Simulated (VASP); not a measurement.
# Li4ZrO3 (P-3m1) in VASP: settings compared, part 2 of 2

VASP 6.6.1.

### 3 Relaxation of cell and atoms, PBE

INCAR

```
PREC     = Accurate       # precision mode
ENCUT    = 520            # plane-wave cutoff, eV
EDIFF    = 1E-7           # SCF threshold, eV
ISMEAR   = 0              # smearing method
SIGMA    = 0.1            # smearing width, eV
LREAL    = False          # projectors in reciprocal space
LASPH    = True           # aspherical terms in the spheres
NELM     = 120            # most SCF steps
ALGO     = Normal         # electronic algorithm
ISIF     = 3              # what is computed and relaxed
LWAVE    = False          # write WAVECAR
LCHARG   = False          # write CHGCAR
GGA      = PE             # functional
IBRION   = 2              # ionic algorithm
NSW      = 60             # ionic steps
EDIFFG   = -0.005         # ionic threshold
POTIM    = 0.3            # step
KPAR     = 4
```

KPOINTS

```
regular mesh
0
Gamma
  12 12 4
```

POSCAR

```
Li4ZrO3                                 
1.0
    3.0646242198     -0.0000000000     -0.0000000000
   -1.5323121099      2.6540424194      0.0000000000
    0.0000000000      0.0000000000      9.0548102201
  Li              Zr              O             
     4     1     3
Direct
     1.0000000000000000    1.0000000000000000    0.2289682386307178
     0.0000000000000000    0.0000000000000000    0.7710317613692822
     0.3333333300000021    0.6666666699999979    0.0776424472239602
     0.6666666699999979    0.3333333300000021    0.9223575527760398
     0.0000000000000000    0.0000000000000000    0.5000000000000000
     0.0000000000000000    0.0000000000000000    0.0000000000000000
     0.3333333300000021    0.6666666699999979    0.3166848130259184
     0.6666666699999979    0.3333333300000021    0.6833151869740816
```

Potentials or basis: VASP PAW PBE potentials, release 64 (Li_sv, Zr_sv, O).

Run with:

```
$ cat potpaw_PBE.64/Li_sv/POTCAR potpaw_PBE.64/Zr_sv/POTCAR potpaw_PBE.64/O/POTCAR > POTCAR
$ mpirun -np 4 vasp_std > vasp.out
```

OUTCAR:

```text
PREC = Accurate
   ENCUT = 520
   EDIFF = 1E-7
   ISMEAR = 0
   LREAL = False
   LASPH = True
   NELM = 120
   ISIF = 3
   GGA = PE
   IBRION = 2
   NSW = 60
   EDIFFG = -0.005
   POTIM = 0.3

 ion  position               nearest neighbor table
   1  0.000  0.000  0.229-   7 1.94   7 1.94   7 1.94   6 2.07   3 2.24   3 2.24   3 2.24   5 2.45

   2  0.000  0.000  0.771-   8 1.94   8 1.94   8 1.94   6 2.07   4 2.24   4 2.24   4 2.24   5 2.45

   3  0.333  0.667  0.078-   6 1.90   6 1.90   6 1.90   7 2.16   1 2.24   1 2.24   1 2.24   4 2.26
                             4 2.26   4 2.26
   4  0.667  0.333  0.922-   6 1.90   6 1.90   6 1.90   8 2.16   2 2.24   2 2.24   2 2.24   3 2.26
                             3 2.26   3 2.26
   5  0.000  0.000  0.500-   7 2.43   8 2.43   7 2.43   8 2.43   8 2.43   7 2.43   1 2.45   2 2.45

   6  0.000  0.000  0.000-   3 1.90   4 1.90   3 1.90   4 1.90   4 1.90   3 1.90   1 2.07   2 2.07

   7  0.333  0.667  0.317-   1 1.94   1 1.94   1 1.94   3 2.16   5 2.43   5 2.43   5 2.43
   8  0.667  0.333  0.683-   2 1.94   2 1.94   2 1.94   4 2.16   5 2.43   5 2.43   5 2.43

[... 261 lines left out ...]
      1     -42.2752      2.00000
      2     -39.7789      2.00000
      3     -39.6030      2.00000
      4     -39.4055      2.00000
      5     -39.3757      2.00000
      6     -20.6034      2.00000
[... 685 lines left out ...]
     25       9.8488      0.00000
     26      11.0180      0.00000

 [... further k-points ...]

------------------------ aborting loop because EDIFF is reached ----------------------------------------

  FORCE on cell =-STRESS in cart. coord.  units (eV):
  Direction    XX          YY          ZZ          XY          YZ          ZX
  --------------------------------------------------------------------------------------
  -------------------------------------------------------------------------------------
  Total       -0.0067405     -0.0067405     -0.0171048      0.0000000      0.0000000     -0.0000000
  in kB       -0.1466647     -0.1466647     -0.3721792      0.0000000      0.0000000     -0.0000000
  external PRESSURE =      -0.2218362 kB  Pullay stress =       0.0000000 kB

 VOLUME and BASIS-vectors are now :
 -----------------------------------------------------------------------------
  energy-cutoff  :      520.00
  volume of cell :       73.63
      direct lattice vectors                 reciprocal lattice vectors
     3.064469403  0.000000000  0.000000000     0.326320765  0.188401382  0.000000000
    -1.532234701  2.653908344 -0.000000000     0.000000000  0.376802764  0.000000000
     0.000000000  0.000000000  9.053900077    -0.000000000  0.000000000  0.110449640

 POSITION                                       TOTAL-FORCE (eV/Angst)
 -----------------------------------------------------------------------------------
      0.00000      0.00000      2.07298        -0.000000      0.000000     -0.002043
     -1.53223      2.65391      6.98092        -0.000000     -0.000000      0.002043
     -0.00000      1.76927      0.70311        -0.000000      0.000000      0.004118
      1.53223      0.88464      8.35079        -0.000000     -0.000000     -0.004118
      0.00000      0.00000      4.52695        -0.000000      0.000000      0.000000
      0.00000      0.00000      0.00000        -0.000000      0.000000      0.000000
     -0.00000      1.76927      2.86740         0.000000     -0.000000      0.002723
      1.53223      0.88464      6.18650         0.000000      0.000000     -0.002723
 -----------------------------------------------------------------------------------
    total drift:                                0.000000      0.000000      0.000000

  FREE ENERGIE OF THE ION-ELECTRON SYSTEM (eV)
  ---------------------------------------------------
  free  energy   TOTEN  =       -45.7644639429 eV

  energy  without entropy=      -45.7590214950  energy(sigma->0) =      -45.76174272

 reached required accuracy - stopping structural energy minimisation
```

CONTCAR:

```text
Li4ZrO3
   1.00000000000000
     3.0644694026384758    0.0000000000000000    0.0000000000000000
    -1.5322347013192379    2.6539083438063904   -0.0000000000000000
     0.0000000000000000    0.0000000000000000    9.0539000766054052
  Li              Zr              O
     4     1     3
Direct
     0.0000000000000000    0.0000000000000000    0.2289597510031304
     0.0000000000000000    1.0000000000000000    0.7710402489968696
     0.3333333300000021    0.6666666699999979    0.0776586623749150
     0.6666666699999979    0.3333333300000021    0.9223413376250850
     0.0000000000000000    0.0000000000000000    0.5000000000000000
     0.0000000000000000    0.0000000000000000    0.0000000000000000
     0.3333333300000021    0.6666666699999979    0.3167036917005422
     0.6666666699999979    0.3333333300000021    0.6832963082994578

  0.00000000E+00  0.00000000E+00  0.00000000E+00
  0.00000000E+00  0.00000000E+00  0.00000000E+00
  0.00000000E+00  0.00000000E+00  0.00000000E+00
  0.00000000E+00  0.00000000E+00  0.00000000E+00
  0.00000000E+00  0.00000000E+00  0.00000000E+00
  0.00000000E+00  0.00000000E+00  0.00000000E+00
  0.00000000E+00  0.00000000E+00  0.00000000E+00
  0.00000000E+00  0.00000000E+00  0.00000000E+00
```

Run time: 40 s. Hardware: 4 MPI ranks of Intel Xeon Platinum 8559C (Emerald Rapids), shared host; peak memory 0.26 GiB.

The run converged, but some of its settings lie outside the range that counts as converged, so its numbers aren't taken as properties of the crystal.

What came out:

```yaml
Free_energy: -45.7645 eV
Relaxed_volume: 9.20 Å³/atom
Relaxed_cell: a = 3.064 Å, b = 3.064 Å, c = 9.054 Å, α = 90.00°, β = 90.00°, γ = 120.00°
Space_group_after_relaxing_to_0.05_Å: P-3m1 (No. 164)
Energy_gained_by_relaxing: 0.0 meV/atom
Ionic_steps: 2
Largest_force_after_relaxing: 0.004 eV/Å
Band_gap_on_the_k_mesh: none (metal or under the smearing width)
```

Caveat: the cutoff is under 1.25 times the usual one of these potentials, so pressure, stress and relaxed cells hold a basis-set (Pulay) error.

### 4 Single point, r2SCAN

INCAR

```
SYSTEM = Li4ZrO3
PREC = Accurate
ENCUT = 520
EDIFF = 1E-6
ISMEAR = 0
SIGMA = 0.1
LREAL = .False.
LASPH = .True.
NELM = 150
ALGO = Normal
ISIF = 2
LWAVE = .False.
LCHARG = .False.
METAGGA = R2SCAN
LMIXTAU = .True.
KPAR = 4
```

KPOINTS

```
Automatic mesh
0
Gamma
  12 12 4
  0 0 0
```

POSCAR

```
Li4ZrO3                                 
1.0
    3.0644694026      0.0000000000      0.0000000000
   -1.5322347013      2.6539083438     -0.0000000000
    0.0000000000      0.0000000000      9.0539000766
  Li              Zr              O             
     4     1     3
Direct
     0.0000000000000000    0.0000000000000000    0.2289597510031304
     0.0000000000000000    1.0000000000000000    0.7710402489968696
     0.3333333300000021    0.6666666699999979    0.0776586623749150
     0.6666666699999979    0.3333333300000021    0.9223413376250850
     0.0000000000000000    0.0000000000000000    0.5000000000000000
     0.0000000000000000    0.0000000000000000    0.0000000000000000
     0.3333333300000021    0.6666666699999979    0.3167036917005422
     0.6666666699999979    0.3333333300000021    0.6832963082994578
```

Run with:

```
$ cat potpaw_PBE.64/Li_sv/POTCAR potpaw_PBE.64/Zr_sv/POTCAR potpaw_PBE.64/O/POTCAR > POTCAR
$ mpirun -np 4 vasp_std > vasp.out
```

Run time: 2.5 min. Hardware: 4 MPI ranks of Intel Xeon Platinum 8559C (Emerald Rapids), shared host; peak memory 0.27 GiB.

The run converged. Its results:

```
Free energy            : -66.3575 eV
Largest force          : 0.071 eV/Å
Band gap on the k mesh : none (metal or under the smearing width)
```

Forces on the atoms (eV/Å):
```
Li   0.000  0.000 -0.027
Li   0.000  0.000  0.027
Li   0.000  0.000  0.062
Li   0.000  0.000 -0.062
Zr   0.000  0.000  0.000
O    0.000  0.000  0.000
O    0.000  0.000 -0.071
O    0.000  0.000  0.071
```

Levels at points of the mesh, in eV from the Fermi level:
```csv
k point,band 17,band 18,band 19,band 20,band 21,band 22,band 23,band 24,band 25,band 26
"(0.00, 0.00, 0.00)",-4.43,-4.43,-3.85,-3.85,-1.70,1.24,1.24,2.21,4.03,4.05
"(0.50, 0.00, 0.00)",-5.42,-5.07,-5.04,-4.42,-1.89,1.93,3.38,4.08,4.17,4.83
"(0.00, 0.00, 0.50)",-4.37,-4.37,-3.87,-3.87,-1.47,1.24,1.24,2.68,2.76,4.03
"(0.50, 0.00, 0.50)",-5.47,-5.21,-4.96,-4.49,-1.86,2.49,3.06,3.46,4.10,5.58
```

Caveat: the cutoff is under 1.25 times the usual one of these potentials, so pressure, stress and relaxed cells hold a basis-set (Pulay) error; the PAW data sets were made with another functional, which shifts forces and pressure a little.
